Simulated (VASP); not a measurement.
Here is the system:

```
ZnF2
1.0
    4.73121     0.00000     0.00000
    0.00000     4.73121     0.00000
    0.00000     0.00000     3.15400
Zn F
2 4
Direct
  0.00000   0.00000   0.00000
  0.50000   0.50000   0.50000
  0.30312   0.30312   0.00000
  0.80312   0.19688   0.50000
  0.19688   0.80312   0.50000
  0.69688   0.69688   0.00000
```

The numbers are results of vdW-DF-cx, VASP's PBE PAW potentials (set 64) (plane waves; VASP), not measurements. Numerical set-up: 520 eV cut-off, 5×5×8 Γ-centred mesh, tetrahedra with Blöchl corrections, potentials Zn F.

### Question
Estimate the energy per atom (σ→0), band gap (on the k-mesh) with the smallest direct gap where there is one.

### Answer

```yaml
band gap (on the k-mesh): 3.49 eV
smallest direct gap (on the k-mesh): 3.49 eV
energy per atom (σ→0): -1.591 eV/atom
```

Only differences to runs with the same potentials and settings are physical.

The compound is ZnF2 in the rutile structure. It was relaxed first.
